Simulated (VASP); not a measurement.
Consider the following.

```
YS
1.0
    3.35752     0.00000     0.00000
    0.00000     3.35752     0.00000
    0.00000     0.00000     3.35752
Y S
1 1
Cartesian
  0.00000   0.00000   0.00000
  1.67876   1.67876   1.67876
```

Computed with PBEsol GGA, VASP's PBE PAW potentials (set 64) (plane waves; VASP). Numerical set-up: 400 eV cut-off, 12×12×12 Γ-centred mesh, tetrahedra with Blöchl corrections, potentials Y_sv S.

**Question.** Predict the energy per atom (σ→0), band gap (on the k-mesh) with the smallest direct gap where there is one.

**Answer.** 
```json
{
  "band gap (on the k-mesh)": "none (metal, semimetal or under 0.01 eV)",
  "energy per atom (σ→0)": "-7.384 eV/atom"
}
```

The absolute energy has meaning only against runs of the same code, potentials and settings.

The structure was generated: YS was put into the CsCl type type (Pm-3m), which need not be its known phase. It was relaxed first, which changed the volume by -33 %. The electron count is odd and the run is not spin-polarised, which forces a metal.
